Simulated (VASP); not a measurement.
KZnF3 (cubic perovskite) is relaxed at rising pressure, each step from the one before. Symmetry mostly holds the structure type, and other phases were not tried. The mesh follows the cell, and a change of mesh leaves a small step in the series.

Data:

```cif
data_F3KZn
_chemical_formula_sum 'K1 Zn1 F3'
_space_group_name_H-M_alt 'Pm-3m'
_space_group_IT_number 221
_space_group_name_Hall '-P 4 2 3'
_cell_length_a 4.12880
_cell_length_b 4.12880
_cell_length_c 4.12880
_cell_angle_alpha 90.000
_cell_angle_beta 90.000
_cell_angle_gamma 90.000
loop_
_atom_site_label
_atom_site_type_symbol
_atom_site_symmetry_multiplicity
_atom_site_Wyckoff_symbol
_atom_site_fract_x
_atom_site_fract_y
_atom_site_fract_z
_atom_site_occupancy
K1 K 1 a 0.00000 0.00000 0.00000 1
Zn1 Zn 1 b 0.50000 0.50000 0.50000 1
F1 F 3 c 0.00000 0.50000 0.50000 1
```

The numbers are results of PBE GGA, VASP's PBE PAW potentials (set 64) (plane waves; VASP 6.6.1), not measurements. Run with 620 eV cut-off, 6×6×6 Γ-centred mesh, Gaussian smearing of 0.050 eV, potentials K_sv Zn F.

```
P (GPa)  V (Å³/atom)  H − H(0) (eV/atom)  space group  gap on the mesh (eV)  k-mesh
-------  -----------  ------------------  -----------  --------------------  ------
0              14.08               0.000        Pm-3m                  3.65   6×6×6
5              13.23               0.428        Pm-3m                  3.81   6×6×6
10             12.63               0.833        Pm-3m                  3.92   6×6×6
20             11.75               1.595        Pm-3m                  4.12   6×6×6
30             11.09               2.308        Pm-3m                  4.30   6×6×6
45             10.37               3.312        Pm-3m                  4.52   6×6×6
```

Pressures at which the relaxation failed are left out.

The compound is KZnF3 in the cubic perovskite structure.
